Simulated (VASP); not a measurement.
Sn3P2:

```xyz
5
Lattice="4.9505 0.0000 0.0000 -2.4753 4.2873 0.0000 0.0000 0.0000 6.0791" Properties=species:S:1:pos:R:3 pbc="T T T"
Sn    0.0000    0.0000    0.0000
Sn    0.0000    2.8582    3.9206
Sn    2.4753    1.4291    2.1585
P     0.0000    2.8582    0.9536
P     2.4753    1.4291    5.1254
```

The cell was built by a generator and needn't be a form met in nature.

* Program: VASP 6.6.1
* Task: relaxation of cell and atoms
* Functional: PBE
* Potentials or basis: VASP PAW PBE potentials, release 64 (Sn_d, P)
* Cutoff: 520 eV
* k mesh: 3 × 3 × 3
* Occupations: gaussian, width 0.15 eV
* Spin: no spin polarisation

At the start: pressure -1.6 GPa; volume 25.80 Å³/atom.

How do energy, volume and symmetry change on relaxing?

Over 12 steps the energy falls by 134.8 meV/atom and the volume is 25.08 Å³/atom (-2.8 %); space group P-3m1 (No. 164, to 0.05 Å).

The path:
```
step  energy change (eV)  largest force (eV/Å)  pressure (GPa)  volume (Å³)
   1              0.0000                0.8024           -1.63       129.02
   2             -0.1401                0.7605           -0.21       124.17
   3             -0.1765                0.7991            4.35       116.22
   4             -0.1922                0.8682            2.88       118.71
   5             -0.2834                0.6923            2.40       119.63
   6             -0.4201                0.5784            1.45       121.41
   7             -0.4975                0.5031            0.46       124.90
   8             -0.5960                0.3264           -0.26       126.73
   9             -0.6452                0.1236           -0.99       128.72
  10             -0.6492                0.0839           -1.39       129.42
  11             -0.6719                0.0463           -0.47       126.88
  12             -0.6741                0.0775            0.23       125.42
```

Final structure:
```yaml
crystal:
  lattice:
    - [5.01380, 0.00000, 0.00000]
    - [-2.50690, 4.34208, 0.00000]
    - [0.00000, 0.00000, 5.76124]
  atoms:
    - { symbol: Sn, position: [0.00000, 0.00000, 0.00000] }
    - { symbol: Sn, position: [0.33333, 0.66667, 0.73007] }
    - { symbol: Sn, position: [0.66667, 0.33333, 0.26993] }
    - { symbol: P, position: [0.33333, 0.66667, 0.21245] }
    - { symbol: P, position: [0.66667, 0.33333, 0.78755] }
```

Caveat: the k mesh is coarse (spacing up to 0.49 Å⁻¹), so the values aren't converged.
